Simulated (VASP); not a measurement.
**GaN: band gap against strain**

GaN (wurtzite, P6_3mc, 11.359 Å³/atom and stress up to 0.25 GPa in the relaxed cell, c along z) under a strain ε along c (axis z), the other axes held. PBEsol in VASP (plane waves, PAW), 600 eV, 12×12×6 Γ-centred mesh, Gaussian smearing 0.05 eV; ions are relaxed, or left where forces stay under 0.02 eV/Å, within the symmetry of each cell. Gaps are the smallest on the run's k-mesh, which can miss an edge that lies off it, without spin-orbit coupling; in all rows the valence edge lies at Γ and the conduction edge at Γ.

Here s stands for strain and Eg for gap.

| strain (%) | gap (eV) |
|---|---|
| 0.00 | 1.906 |
| 0.50 | 1.853 |
| 1.00 | 1.801 |
| 1.50 | 1.748 |
| 3.00 | ? |

Q: Using a straight line, estimate the missing Eg at s = 3.00 from the other rows, showing the fit.

A: Means: s 0.75000, Eg 1.8270. About the means, the sum of products is -0.13150 and the sum of squares of s is 1.2500; the slope is their ratio. Least squares gives Eg = 1.9059 - 0.10520·s. Residuals (row less fit): 0.0001, -0.0003, 0.0003, -0.0001; standard error 0.0003 (degrees of freedom: 2). Over these rows the gap moves by -10.52 ± 0.03 eV per unit strain. At the withheld row, Eg = 1.9059 - 0.10520 × 3.0 = 1.5903 eV. The calculation gives 1.588 eV, 0.0023 eV below the prediction (0.7 % of the range of Eg in the table). The row lies outside the fitted rows, so this is an extrapolation. The scatter of the fitted rows lies at the last printed digit.

A polynomial of degree 2 through the 6 other runs of the series gives 1.589 there. Rows are the converged runs of the series near zero and its far end, less any whose ions stayed unrelaxed beside relaxed ones; series whose fitted rows scatter by over a few per cent of the range, as at a crossing or softening among them, aren't shown in this form. Most that stay on the fit to the last digits aren't either.
